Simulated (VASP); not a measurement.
```yaml
crystal:
  lattice:
    - [0.00000, 2.80248, 2.80248]
    - [2.80248, 0.00000, 2.80248]
    - [2.80248, 2.80248, 0.00000]
  atoms:
    - { symbol: Ag, position: [0.00000, 0.00000, 0.00000] }
    - { symbol: Cl, position: [0.50000, 0.50000, 0.50000] }
```

The numbers are results of TPSS meta-GGA, VASP's PBE PAW potentials (set 64) (plane waves; VASP 6.6.1), not measurements. Run with 520 eV cut-off, 8×8×8 Γ-centred mesh, Gaussian smearing of 0.050 eV, potentials Ag Cl.

**Question.** The job: AgCl (rock salt), 2 atoms, TPSS, static run, 520 eV, 8×8×8 Γ-centred mesh. Roughly how much core time does it take on a busy server core?

**Answer.** About 80 core-seconds (one run on a shared machine, a rough figure). It had 29 irreducible k-points, 13 bands, up to 1243 plane waves and 23 electronic steps.

The compound is AgCl in the rock salt structure. This cell is one point of a volume scan, at 1.03 of the reference volume.
